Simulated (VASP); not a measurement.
Output of a VASP run:

OSZICAR:
```
       N       E                     dE             d eps       ncg     rms          rms(c)
DAV:   1     0.546036527265E+02    0.54604E+02   -0.55636E+03   566   0.460E+02
DAV:   2    -0.152949652770E+01   -0.56133E+02   -0.55604E+02   580   0.164E+02
DAV:   3    -0.251040649113E+01   -0.98091E+00   -0.98040E+00   514   0.229E+01
DAV:   4    -0.251537452998E+01   -0.49680E-02   -0.49680E-02   544   0.167E+00
DAV:   5    -0.251542506607E+01   -0.50536E-04   -0.50536E-04   502   0.139E-01    0.674E+00
DAV:   6    -0.198727091190E+01    0.52815E+00   -0.13125E+00   472   0.103E+01    0.383E+00
DAV:   7    -0.196359810056E+01    0.23673E-01   -0.38650E-01   502   0.530E+00    0.169E+00
DAV:   8    -0.197196647700E+01   -0.83684E-02   -0.16144E-02   478   0.681E-01    0.368E-01
DAV:   9    -0.197241733837E+01   -0.45086E-03   -0.97324E-04   496   0.233E-01    0.951E-02
DAV:  10    -0.197251957724E+01   -0.10224E-03   -0.27460E-04   460   0.144E-01    0.183E-02
DAV:  11    -0.197253019999E+01   -0.10623E-04   -0.38047E-05   448   0.304E-02    0.204E-02
DAV:  12    -0.197252923023E+01    0.96976E-06   -0.52175E-06   508   0.145E-02
   1 F= -.19725292E+01 E0= -.19725292E+01  d E =-.346715E-14
```

OUTCAR:
```
------------------------ aborting loop because EDIFF is reached ----------------------------------------
  FORCE on cell =-STRESS in cart. coord.  units (eV):
  Direction    XX          YY          ZZ          XY          YZ          ZX
  --------------------------------------------------------------------------------------
  Total      -60.8015250    -60.8015250    -60.8015250      0.0000000      0.0000000     -0.0000000
  in kB    -1362.0309502  -1362.0309502  -1362.0309502      0.0000000      0.0000000     -0.0000000
  external PRESSURE =   -1362.0309502 kB  Pullay stress =       0.0000000 kB
  volume of cell :       71.52
      direct lattice vectors                 reciprocal lattice vectors
     0.000000000  3.294600000  3.294600000    -0.151763492  0.151763492  0.151763492
     3.294600000  0.000000000  3.294600000     0.151763492 -0.151763492  0.151763492
     3.294600000  3.294600000  0.000000000     0.151763492  0.151763492 -0.151763492
  FREE ENERGIE OF THE ION-ELECTRON SYSTEM (eV)
  ---------------------------------------------------
  free  energy   TOTEN  =        -1.9725292302 eV

  energy  without entropy=       -1.9725292302  energy(sigma->0) =       -1.97252923
```
(Selected blocks of OUTCAR.)

### POSCAR
```
PbTe
1
    0.0000000000     3.2946000000     3.2946000000
    3.2946000000     0.0000000000     3.2946000000
    3.2946000000     3.2946000000     0.0000000000
Te Pb
1 1
Direct
  0.5000000000   0.5000000000   0.5000000000
  0.0000000000   0.0000000000   0.0000000000
```

**Question.** Reconstruct the remaining input files.

**Answer.** This is not unique; one that fits is the input of the run itself, PBE GGA, plane waves, VASP's PBE PAW potentials (set 64).

INCAR:
```
SYSTEM = PbTe
PREC = Accurate; ENCUT = 150; LREAL = .FALSE.
LASPH = .TRUE.
EDIFF = 1E-6; NELM = 100; ALGO = Normal
LMAXMIX = 4
ISMEAR = 0; SIGMA = 0.05
GGA = PE
ISIF = 2
LWAVE = .FALSE.; LCHARG = .FALSE.
```

File KPOINTS:
```
Automatic mesh
0
gamma
  6 6 6
0 0 0
```

POTCAR, in this order: Te Pb_d (PBE.64 set). Program: vasp_std.

At this cut-off the stress carries a Pulay error, which pulls relaxed volumes low.

The compound is PbTe in the rock salt structure. The cell was not relaxed at this level. The run is one of a series of settings (ENCUT = 150 against the base run), some of them coarse on purpose.
